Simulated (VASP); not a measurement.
Set up this calculation in VASP 6.6.1, as the native input.

```yaml
Task: relaxation of the atoms
Functional: PBE
Potentials_or_basis: VASP PAW PBE potentials, release 64 (W_sv, Cu)
Cutoff: 350 eV
k_mesh: 5 × 5 × 5
Occupations: fermi-dirac, width 0.05 eV
Spin: no spin polarisation
Further_INCAR_settings: ALGO = Normal; EDIFF = 1e-07; IBRION = 2; EDIFFG = -0.01; NSW = 60
```

The structure of Cu31W (a cell with a defect) lies in POSCAR:

```
Cu31W
1.0
    7.2700000000      0.0000000000      0.0000000000
    0.0000000000      7.2700000000      0.0000000000
    0.0000000000      0.0000000000      7.2700000000
W Cu
1 31
Direct
    0.0000000000      0.0000000000      0.0000000000
    0.0000000000      0.0000000000      0.5000000000
    0.0000000000      0.5000000000      0.0000000000
    0.0000000000      0.5000000000      0.5000000000
    0.5000000000      0.0000000000      0.0000000000
    0.5000000000      0.0000000000      0.5000000000
    0.5000000000      0.5000000000      0.0000000000
    0.5000000000      0.5000000000      0.5000000000
    0.0000000000      0.2500000000      0.2500000000
    0.0000000000      0.2500000000      0.7500000000
    0.0000000000      0.7500000000      0.2500000000
    0.0000000000      0.7500000000      0.7500000000
    0.5000000000      0.2500000000      0.2500000000
    0.5000000000      0.2500000000      0.7500000000
    0.5000000000      0.7500000000      0.2500000000
    0.5000000000      0.7500000000      0.7500000000
    0.2500000000      0.0000000000      0.2500000000
    0.2500000000      0.0000000000      0.7500000000
    0.2500000000      0.5000000000      0.2500000000
    0.2500000000      0.5000000000      0.7500000000
    0.7500000000      0.0000000000      0.2500000000
    0.7500000000      0.0000000000      0.7500000000
    0.7500000000      0.5000000000      0.2500000000
    0.7500000000      0.5000000000      0.7500000000
    0.2500000000      0.2500000000      0.0000000000
    0.2500000000      0.2500000000      0.5000000000
    0.2500000000      0.7500000000      0.0000000000
    0.2500000000      0.7500000000      0.5000000000
    0.7500000000      0.2500000000      0.0000000000
    0.7500000000      0.2500000000      0.5000000000
    0.7500000000      0.7500000000      0.0000000000
    0.7500000000      0.7500000000      0.5000000000
```

The cell was built by a generator and needn't be a form met in nature.

These files were run (other wordings do the same):

INCAR

```
  PREC = Accurate
  ENCUT = 350
  EDIFF = 1E-7
  ISMEAR = -1
  SIGMA = 0.05
  LREAL = False
  LASPH = True
  NELM = 100
  ALGO = Normal
  ISIF = 2
  LWAVE = False
  LCHARG = False
  GGA = PE
  IBRION = 2
  NSW = 60
  EDIFFG = -0.01
```

KPOINTS

```
regular mesh
0
Gamma
  5 5 5
```

Potentials or basis: VASP PAW PBE potentials, release 64 (W_sv, Cu).

Command:

```sh
$ cat potpaw_PBE.64/W_sv/POTCAR potpaw_PBE.64/Cu/POTCAR > POTCAR
$ mpirun -np 1 vasp_std > vasp.out
```

It gave:

* Energy gained by relaxing: 1.6 meV/atom
* Ionic steps: 6
* Pressure after relaxing: 1.8 GPa
* Largest force after relaxing: 0.004 eV/Å
* Band gap on the k mesh: none (metal or under the smearing width)

Caveat: the cutoff is under 1.25 times the usual one of these potentials, so pressure, stress and relaxed cells hold a basis-set (Pulay) error.

Run time: 51 min on 1 thread of Intel(R) Xeon(R) Platinum 8488C (Sapphire Rapids), with other jobs on the host, peak memory 0.54 GiB.
